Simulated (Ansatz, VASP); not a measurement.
## Na2Pd in VASP and in Ansatz

```xyz
3
Lattice="3.1308 0.0000 0.0000 -1.5654 2.7114 0.0000 0.0000 0.0000 8.0734" Properties=species:S:1:pos:R:3 pbc="T T T"
Na    0.0000    1.8076    5.7999
Na    1.5654    0.9038    2.2734
Pd    0.0000    0.0000    0.0000
```

Alike in both runs: functional PBE; k mesh 6 × 6 × 2; occupations gaussian, width 0.1 eV; no spin polarisation.

Ansatz relaxed the structure, and its values are those at the end. VASP's run is a single point on that final structure, the one shown.

|  | VASP | Ansatz |
| --- | --- | --- |
| version | VASP 6.6.1 | Ansatz 0.2.0 |
| potentials or method | VASP PAW PBE potentials, release 64 (Na_pv, Pd) | scalar-relativistic, plane waves, PAW |
| plane-wave cutoff (eV) | 520 | 420 |
| valence electrons in the cell | 24 | 36 |

```csv
,VASP,Ansatz,Ansatz less VASP
gap on the k mesh at the Fermi level (eV),none,none,-
pressure (GPa),-0.1,-0.1,-0.02
```

A gap of «none» marks a metal or a gap that the smearing closes. The two sets of potentials don't hold the same shells in valence.

Caveats: the k mesh is coarse (spacing up to 0.39 Å⁻¹), so the values aren't converged.
